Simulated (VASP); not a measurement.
Data:

```
KZnF3
1.0
    3.97510     0.00000     0.00000
    0.00000     3.97510     0.00000
    0.00000     0.00000     3.97510
K Zn F
1 1 3
Direct
  0.00000   0.00000   0.00000
  0.50000   0.50000   0.50000
  0.50000   0.00000   0.50000
  0.00000   0.50000   0.50000
  0.50000   0.50000   0.00000
```

Computed with PBEsol GGA, VASP's PBE PAW potentials (set 64) (plane waves; VASP). Numerical set-up: 520 eV cut-off, 6×6×6 Γ-centred mesh, Gaussian smearing of 0.050 eV, potentials K_sv Zn F.

Question: Give the stress tensor in GPa (positive for a compressed cell).

Answer: 
```
5.79  0.00  0.00
0.00  5.79  0.00
0.00  0.00  5.79
```
The pressure is its mean diagonal, 5.79 GPa.

The compound is KZnF3 in the cubic perovskite structure. This cell is one point of a volume scan, at 0.94 of the reference volume.
